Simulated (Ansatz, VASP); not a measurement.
# GaSb: VASP beside Ansatz, part 3 of 3

One calculation is typed for both programs; each brings its own data sets. How far apart do they land? The structure shown is the end of the Ansatz relaxation below.

VASP 6.6.1 and Ansatz 0.2.0.

So far: Starting point; Ansatz: relaxation, r2SCAN; VASP: single point, r2SCAN.

## (3) VASP: single point, r2SCAN (continued)

Level of this step: r2SCAN; plane waves and PAW (Ga_d, Sb) (VASP).

Numbers of over 12 decimals in the logs are rounded to 6 here.

Parts of OUTCAR (step 3):

```text
ion  position               nearest neighbor table
   1  0.000  0.000  0.000-   2 2.56   2 2.56   2 2.56   2 2.56
   2  0.750  0.750  0.750-   1 2.56   1 2.56   1 2.56   1 2.56

  LATTYP: Found a trigonal (rhomboedric) cell.
 ALAT       =     4.1876143979
 COS(alpha) =     0.4999620665

 Subroutine GETGRP returns: Found  6 space group operations
 (whereof  6 operations were pure point group operations)

The static configuration has the point symmetry C_3v.

   k-points           NKPTS =   1728   k-points in BZ     NKDIM =   1728   number of bands    NBANDS=     15

   dimension x,y,z NGX =    32 NGY =   32 NGZ =   32
   dimension x,y,z NGXF=    64 NGYF=   64 NGZF=   64

   ENCUT  =  550.0 eV  40.42 Ry    6.36 a.u.   8.01  8.01  8.01*2*pi/ulx,y,z

   NELECT =      18.0000    total number of electrons

 k-points in reciprocal lattice and weights: Points of the shifted mesh
   0.04166667  0.04166667  0.04166667       0.001
   0.04166667  0.04166667  0.12500000       0.001
   0.04166667  0.04166667  0.20833333       0.001
   0.04166667  0.04166667  0.29166667       0.001
   0.04166667  0.04166667  0.37500000       0.001
   0.04166667  0.04166667  0.45833333       0.001
   0.04166667  0.04166667  0.54166667       0.001
   0.04166667  0.04166667  0.62500000       0.001
   0.04166667  0.04166667  0.70833333       0.001
[...]
0.95833333  0.95833333  0.87500000       0.001
   0.95833333  0.95833333  0.95833333       0.001

 average (electrostatic) potential at core
       1 -69.6541       2 -91.8288

 E-fermi :   6.1992

 k-point     1 :       0.0417    0.0417    0.0417
  band No.  band energies     occupation
    ...
      5      -9.8935      2.00000
      6      -6.9129      2.00000
      7       5.3542      2.00000
      8       5.7117      2.00000
      9       5.7117      2.00000
     10       7.2211      0.00000
     11       8.7382      0.00000
     12       8.7382      0.00000
     13       8.7804      0.00000
     14      12.3485      0.00000
    ...

 k-point     2 :       0.0417    0.0417    0.1250
  band No.  band energies     occupation
    ...
      5      -9.8935      2.00000
      6      -6.8000      2.00000
      7       4.2622      2.00000
      8       5.2727      2.00000
      9       5.6418      2.00000
     10       7.6273      0.00000
     11       8.8442      0.00000
     12       8.9821      0.00000
     13       9.5180      0.00000
     14      12.8968      0.00000
    ...

 k-point     3 :       0.0417    0.0417    0.2083
  band No.  band energies     occupation
    ...
      5      -9.8936      2.00000
      6      -6.5235      2.00000
      7       2.6924      2.00000
      8       4.8551      2.00000
      9       5.3348      2.00000
     10       7.5143      0.00000
     11       9.2324      0.00000
     12       9.5251      0.00000
     13      10.7324      0.00000
     14      13.4910      0.00000
    ...

  Total        2.3588465      2.3588465      2.3588465      0.0006495      0.0006495      0.0006495
  in kB       72.7780640     72.7780640     72.7780640      0.0200377      0.0200377      0.0200377
  external PRESSURE =      72.7780640 kB  Pullay stress =       0.0000000 kB

  energy-cutoff  :      550.00
  volume of cell :       51.93
      direct lattice vectors                 reciprocal lattice vectors
    -0.000112323  2.961090537  2.961090537    -0.168847100  0.168853506  0.168853506
     2.961090537 -0.000112323  2.961090537     0.168853506 -0.168847100  0.168853506
     2.961090537  2.961090537 -0.000112323     0.168853506  0.168853506 -0.168847100

 POSITION                                       TOTAL-FORCE (eV/Angst)
 -----------------------------------------------------------------------------------
      0.00001      0.00001      0.00001         0.000500      0.000500      0.000500
      4.44154      4.44154      4.44154        -0.000500     -0.000500     -0.000500
 -----------------------------------------------------------------------------------
    total drift:                                0.000011      0.000011      0.000011

  FREE ENERGIE OF THE ION-ELECTRON SYSTEM (eV)
  ---------------------------------------------------
  free  energy   TOTEN  =       -37.4868537282 eV

  energy  without entropy=      -37.4868537282  energy(sigma->0) =      -37.48685373

 total charge
# of ion       s       p       d       tot
------------------------------------------
    1        0.878   0.869   9.977  11.724
    2        1.099   1.427   0.036   2.562
--------------------------------------------------
tot          1.976   2.296  10.013  14.286

[... 3 further parts left out ...]
```

The run ends at a pressure of 7.28 GPa, with forces up to 8.7e-4 eV/Å.

## (4) Differences

Known differences besides the potentials themselves: VASP keeps PBE cores, Ansatz makes them for the functional; the data sets hold 28 valence electrons in Ansatz (on its PAW soft_1 files) and 18 in VASP; the cutoff is 500 eV in Ansatz and 550 eV in VASP; Ansatz's pressure holds a Pulay correction, VASP's none. Total energies have different zeros and are not compared.

The two programs side by side:

| quantity | Ansatz | VASP | difference |
| --- | --- | --- | --- |
| pressure (GPa) | 7.15 | 7.28 | -0.12 |
| gap on the k mesh (eV) | 0.996 | 0.975 | +0.021 |

A gap on the mesh is an upper bound, since the band edges may lie between its points.

## (5) Outcome

- difference in gap on the k mesh (single point, r2SCAN): 0.021 eV

In words: The difference in gap on the k mesh is 0.021 eV (single point, r2SCAN), within the 0.08 eV picked in this series as the mark of a large difference. The data sets hold unlike numbers of valence electrons (28 in Ansatz and 18 in VASP), so part of the differences comes from the potentials. Such differences can come from data sets, numerical settings and the points named under the comparisons, not from the functional's error against experiment.

[Lines on the potential files, build, host, timing and source positions are cut from VASP's logs without a mark.]

[Logs are printed without paths, hosts, clocks, repeated set-up lines and the standing remarks that a program may print on its own settings, such as how far it seeks lower states.]

[Hosts, paths, dates, database ids (printed as entryN), source tags and the programs' standing remarks are cut or masked in the printed files.]
